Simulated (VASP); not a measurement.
Given:

```yaml
crystal:
  lattice:
    - [0.00000, 2.32586, 2.32586]
    - [2.32586, 0.00000, 2.32586]
    - [2.32586, 2.32586, 0.00000]
  atoms:
    - { symbol: Hf, position: [0.00000, 0.00000, 0.00000] }
    - { symbol: C, position: [0.50000, 0.50000, 0.50000] }
```

All values below come from PW91 GGA, VASP's PBE PAW potentials (set 64) (plane waves; VASP 6.6.1). Settings: 520 eV cut-off, Gaussian smearing of 0.050 eV, potentials Hf_pv C.

Question: Give the energies of bands 5 to 10 at the high-symmetry points, in eV from the Fermi level.

Answer: 
| band | Γ | X | U | L | W |
|---|---|---|---|---|---|
| 5 | 0.98 | -2.56 | -3.50 | -6.12 | -3.00 |
| 6 | 0.98 | -1.78 | -2.70 | -3.01 | -2.69 |
| 7 | 0.98 | -0.10 | -1.66 | -3.01 | -2.69 |
| 8 | 1.35 | -0.10 | 1.55 | 5.25 | 3.64 |
| 9 | 1.35 | 5.26 | 5.72 | 5.25 | 3.64 |
| 10 | 1.35 | 6.67 | 6.12 | 5.74 | 6.68 |

It has no gap at this level: it comes out as a metal or semimetal.

The compound is HfC in the rock salt structure. It was relaxed first.
